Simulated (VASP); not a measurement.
```xyz
2
Lattice="0.0000 2.2027 2.2027 2.2027 0.0000 2.2027 2.2027 2.2027 0.0000" Properties=species:S:1:pos:R:3 pbc="T T T"
Nb     0.0000     0.0000     0.0000
C      2.2027     2.2027     2.2027
```

All values below come from LDA (Ceperley-Alder, Perdew-Zunger), VASP's LDA PAW potentials (set 64) (plane waves; VASP). Numerical set-up: 620 eV cut-off, 14×14×14 Γ-centred mesh, first-order Methfessel-Paxton smearing of 0.10 eV, potentials Nb_sv C.

### Question
What does the run give for the energy per atom (σ→0), pressure, band gap (on the k-mesh) with the smallest direct gap where there is one?

### Answer

band gap (on the k-mesh): none (metal, semimetal or under 0.01 eV)
energy per atom (σ→0): -11.320 eV/atom
pressure: 4.86 GPa

The compound is NbC in the rock salt structure. It was relaxed first under an external pressure of 5 GPa. The electron count is odd and the run is not spin-polarised, which forces a metal.
